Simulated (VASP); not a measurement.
Here is the system:

```
CELL_PARAMETERS angstrom
      0.00000     1.92074     1.92074
      1.92074     0.00000     1.92074
      1.92074     1.92074     0.00000
ATOMIC_POSITIONS crystal
  Pd 0.00000 0.00000 0.00000
```

Level of theory: LDA (Ceperley-Alder, Perdew-Zunger), VASP's LDA PAW potentials (set 64) (plane waves; VASP 6.6.1). Run with 500 eV cut-off, 16×16×16 Γ-centred mesh, first-order Methfessel-Paxton smearing of 0.10 eV, potentials Pd.

Energy and stress use the plane-wave basis of the starting cell.

**Question.** The ions, cell shape and volume at an external pressure of 5.0 GPa are relaxed. Predict the relaxed structure.

**Answer.** 
```
CELL_PARAMETERS angstrom
      0.00000     1.90763     1.90763
      1.90763     0.00000     1.90763
      1.90763     1.90763     0.00000
ATOMIC_POSITIONS crystal
  Pd 0.00000 0.00000 0.00000
```
Space group Fm-3m (225), at a tolerance of 0.03 Å.

**Question.** How do energy and volume change from the first to the last step?

**Answer.** The energy (σ→0) changes by +4.3 meV/atom and the volume by -2.0 %, in 3 ionic steps.

| step | E(σ→0) (eV) | max force (eV/Å) | pressure (GPa) | volume (Å³) |
|---|---|---|---|---|
| 1 | -6.4934 | 0.000 | 0.01 | 14.17 |
| 2 | -6.4485 | 0.000 | 17.37 | 13.29 |
| 3 | -6.4891 | 0.000 | 4.92 | 13.88 |

The compound is Pd in the fcc structure. This run relaxes it under an external pressure of 5 GPa. Symmetry was kept, so distortions that lower it aren't found.
